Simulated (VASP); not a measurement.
Method: PBE GGA, VASP's PBE PAW potentials (set 64) (plane waves; VASP).

VASP ran on this input.

### INCAR
```
# general
SYSTEM  = Sc
PREC    = Accurate
ENCUT   = 480
LREAL   = F
LASPH   = T

# electronic loop
EDIFF   = 1E-7
NELM    = 100
ALGO    = Normal
LMAXMIX = 4

# smearing
ISMEAR  = 1
SIGMA   = 0.1

# functional
GGA     = PE

# ions
IBRION  = 2
NSW     = 30
ISIF    = 2
EDIFFG  = -0.01

# output
LWAVE   = F
LCHARG  = F
```

File POSCAR:
```
Sc
1.0
  1.7248493839  -2.9875266778   0.0000000000
  1.7248493839   2.9875266778   0.0000000000
  0.0000000000   0.0000000000   5.1621778764
Sc
2
Direct
  0.3333330000   0.6666670000   0.2500000000
  0.6666670000   0.3333330000   0.7500000000
```

KPOINTS:
```
Regular mesh
0
gamma
12 12 8
```

POTCAR, in this order: Sc_sv (PBE.64 set). Program: vasp_std.

Q: What does the run give for the energy per atom (σ→0), pressure, band gap (on the k-mesh)?

A: 
```json
{
  "energy per atom (σ→0)": "-6.219 eV/atom",
  "band gap (on the k-mesh)": "none (metal, semimetal or under 0.01 eV)",
  "pressure": "-3.70 GPa"
}
```

OSZICAR:
```
...
DAV:   8    -0.124413381162E+02    0.99898E-02   -0.42401E-02  3879   0.304E+00    0.291E-01
DAV:   9    -0.124389262675E+02    0.24118E-02   -0.14611E-02  3718   0.141E+00    0.265E-02
DAV:  10    -0.124389468337E+02   -0.20566E-04   -0.18779E-04  4728   0.206E-01    0.942E-03
DAV:  11    -0.124389421580E+02    0.46757E-05   -0.47715E-06  4435   0.290E-02    0.274E-03
DAV:  12    -0.124389444651E+02   -0.23071E-05   -0.91323E-07  3329   0.107E-02    0.113E-03
DAV:  13    -0.124389440970E+02    0.36815E-06   -0.37545E-08  2419   0.324E-03    0.847E-05
DAV:  14    -0.124389440852E+02    0.11704E-07   -0.80342E-09  2069   0.222E-03
   1 F= -.12438944E+02 E0= -.12438455E+02  d E =-.124389E+02
```

The compound is Sc in the hcp structure. This cell was strained or had an atom moved on purpose.
